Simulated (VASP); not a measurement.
```
AlRu
1.0
    2.81942     0.00000     0.00000
    0.00000     2.81942     0.00000
    0.00000     0.00000     2.81942
Al Ru
1 1
Direct
  0.50000   0.50000   0.50000
  0.00000   0.00000   0.00000
```

These are LDA (Ceperley-Alder, Perdew-Zunger), VASP's LDA PAW potentials (set 64) (plane waves; VASP 6.6.1) values and carry that method's errors. Run with 500 eV cut-off, 13×13×13 Γ-centred mesh, first-order Methfessel-Paxton smearing of 0.10 eV, potentials Al Ru_pv.

### Question
What does the run give for the energy per atom (σ→0), pressure, band gap (on the k-mesh) with the smallest direct gap where there is one?

### Answer

```
Item                                                        Result
------------------------  ----------------------------------------
band gap (on the k-mesh)  none (metal, semimetal or under 0.01 eV)
energy per atom (σ→0)                               -7882 meV/atom
pressure                                                 44.92 GPa
```

The compound is RuAl in the CsCl type structure. It was relaxed first under an external pressure of 45 GPa. The electron count is odd and the run is not spin-polarised, which forces a metal.
